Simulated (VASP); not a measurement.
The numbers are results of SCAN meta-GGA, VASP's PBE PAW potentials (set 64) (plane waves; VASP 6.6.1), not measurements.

The input files of a VASP run:

**INCAR**
```
ALGO=Normal
EDIFF=1E-6
ENCUT=400
ISIF=2
ISMEAR=0
LASPH=T
LCHARG=F
LMAXMIX=6
LMIXTAU=T
LREAL=F
LWAVE=F
METAGGA=SCAN
NELM=100
PREC=Accurate
SIGMA=0.05
SYSTEM=HgTe
```

KPOINTS:
```
Automatic mesh
0
Gamma
6 6 6
0 0 0
```

**POSCAR**
```
HgTe
1
    0.0000000000     3.2946000000     3.2946000000
    3.2946000000     0.0000000000     3.2946000000
    3.2946000000     3.2946000000     0.0000000000
Hg Te
1 1
Direct
  0.0000000000   0.0000000000   0.0000000000
  0.2500000000   0.2500000000   0.2500000000
```

POTCAR, in this order: Hg Te (PBE.64 set). Program: vasp_std.

Unless said otherwise, spin-orbit coupling is left out, though it shifts the bands of the heavy elements here.

What does the run give for the energy per atom (σ→0), pressure, band gap (on the k-mesh)?

```yaml
energy per atom (σ→0): -52.838 eV/atom
band gap (on the k-mesh): none (metal, semimetal or under 0.01 eV)
pressure: -1.65 GPa
```

**OSZICAR**
```
...
DAV:  21    -0.105675860084E+03    0.30140E-04   -0.43120E-05   426   0.630E-02    0.303E-02
DAV:  22    -0.105675874719E+03   -0.14635E-04   -0.15165E-05   426   0.461E-02    0.207E-02
DAV:  23    -0.105675873143E+03    0.15756E-05   -0.82098E-06   421   0.309E-02    0.150E-02
DAV:  24    -0.105675866382E+03    0.67614E-05   -0.17335E-05   421   0.466E-02    0.116E-02
DAV:  25    -0.105675862507E+03    0.38747E-05   -0.36540E-06   431   0.216E-02    0.495E-03
DAV:  26    -0.105675863862E+03   -0.13548E-05   -0.48600E-07   273   0.782E-03    0.384E-03
DAV:  27    -0.105675863009E+03    0.85329E-06   -0.12324E-06   306   0.114E-02
   1 F= -.10567586E+03 E0= -.10567568E+03  d E =-.357089E-03
```

The compound is HgTe in the zinc blende structure. The cell was not relaxed at this level. The run is one of a series of settings (GGA removed, LMIXTAU = .TRUE., METAGGA = SCAN against the base run), some of them coarse on purpose.
